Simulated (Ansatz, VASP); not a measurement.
Given: the input of a run of VASP 6.6.1 on AlIn.

Contents of INCAR:

```
PREC = Accurate
ENCUT = 520
EDIFF = 1E-6
ISMEAR = -1
SIGMA = 0.05
LREAL = False
LASPH = True
NELM = 80
ALGO = Normal
ISIF = 2
LWAVE = False
LCHARG = False
GGA = PE
NBANDS = 15
```

File KPOINTS:

```
regular mesh
0
Gamma
  10 10 5
```

POSCAR

```
AlIn
1.0
    3.0336318656      0.0000000000      0.0000000000
   -1.5168208992      2.6272080557      0.0000000000
    0.0000000000      0.0000000000      5.7889045932
Al In
1 1
Direct
    0.0000000000      0.0000000000      0.0000000000
    0.0000000000      0.0000000000      0.5000000000
```

Potentials or basis: VASP PAW PBE potentials, release 64 (Al, In_d).

The run is started by

```bash
$ cat potpaw_PBE.64/Al/POTCAR potpaw_PBE.64/In_d/POTCAR > POTCAR
$ mpirun -np 1 vasp_std > vasp.out
```

**Question.** Translate it to Ansatz 0.2.0. Potentials there: Ansatz PAW.

**Answer.** As run (the cutoff follows the program's own potentials):

File input.yaml:

```yaml
crystal:
  lattice:
    - [3.0336318656, 0.0, 0.0]
    - [-1.5168208992, 2.6272080557, 0.0]
    - [0.0, 0.0, 5.7889045932]
  atoms:
    - { symbol: Al, position: [0.0, 0.0, 0.0] }
    - { symbol: In, position: [0.0, 0.0, 0.5] }
hamiltonian:
  xc: pbe
  pseudopotentials: { kind: paw }
kpoints:
  mp_grid: { grid: [10, 10, 5] }
scf:
  occupations: { method: fermi_dirac, width: 0.05 }
output:
  forces: true
  stress: true
  eigenvalues: true
```

Potentials or basis: Ansatz PAW.

Launch:

```bash
$ ansatz run input.yaml --threads 1 --pin off --max-ram 3584MiB --backend cpu --events-out ev --progress --plain --runs-dir out
```

Both were run:

|  | VASP | Ansatz | Ansatz less VASP |
| --- | --- | --- | --- |
| gap on the k mesh at the Fermi level (eV) | none | none | - |
| pressure (GPa) | 0.9 | 0.9 | +0.03 |
| largest component of the traceless stress (GPa) | 0.75 | 0.74 | -0.013 |

A gap of «none» marks a metal or a gap that the smearing closes. The functional is the same, so the differences come from potentials, cutoffs and numerics.
